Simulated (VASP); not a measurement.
Runs of VASP 6.6.1 on FCClBr2. The cell holds a molecule in a box, 5 atoms: a = 12.000 Å, b = 12.000 Å, c = 12.000 Å, α = 90.00°, β = 90.00°, γ = 90.00°. 

```csv
task,level,potentials or basis,cell,cutoff (eV),grid for exact exchange (PRECFOCK),screening parameter,exchange at q = 0,gap on the mesh (eV),largest force (eV/Å)
single point,HSE06,"VASP PAW PBE potentials, release 64 (F, C, Cl, Br)",as given,520,Fast,0.2 1/A,-,5.63,0.55
relaxation of the atoms,PBE,"VASP PAW PBE potentials, release 64 (F, C, Cl, Br)","atoms relaxed from: atoms moved at random, drawn with an rms of 0.02 Å",520,-,-,-,3.97,0.01
electron localisation function,PBE,"VASP PAW PBE potentials, release 64 (F, C, Cl, Br)",as given,520,-,-,-,4.13,1.23
atomic charges,PBE+TS,"VASP PAW PBE potentials, release 64 (F, C, Cl, Br)",as given,520,-,-,-,4.13,1.24
single point,HSE06+TS,"VASP PAW PBE potentials, release 64 (F, C, Cl, Br)",as given,520,Normal,0.2 1/A,-,5.63,0.55
single point,PBE,"VASP PAW PBE potentials, release 64 (F, C, Cl, Br)","atoms moved at random, drawn with an rms of 0.05 Å",520,-,-,-,4.06,1.56
single point,PBE0,"VASP PAW PBE potentials, release 64 (F_s, C_s, Cl, Br)",as given,400,Normal,-,truncated,(a),1.83
single point,PBE+D3(BJ),"VASP PAW PBE potentials, release 64 (F, C, Cl, Br)",as given,520,-,-,-,4.13,1.23
single point,PBE,"VASP PAW PBE potentials, release 64 (F, C, Cl, Br)",as given,520,-,-,-,4.13,1.23
```

Alike in all rows: no spin polarisation; k mesh 1 × 1 × 1; smearing gaussian 0.01 eV.

Question: Fill in the values left out.

Answer: (a) 6.39.

Caveats: the PAW data sets were made with another functional, which shifts forces and pressure a little (some runs).

A k mesh can miss the band edges, and the runs leave out spin-orbit coupling on Br.
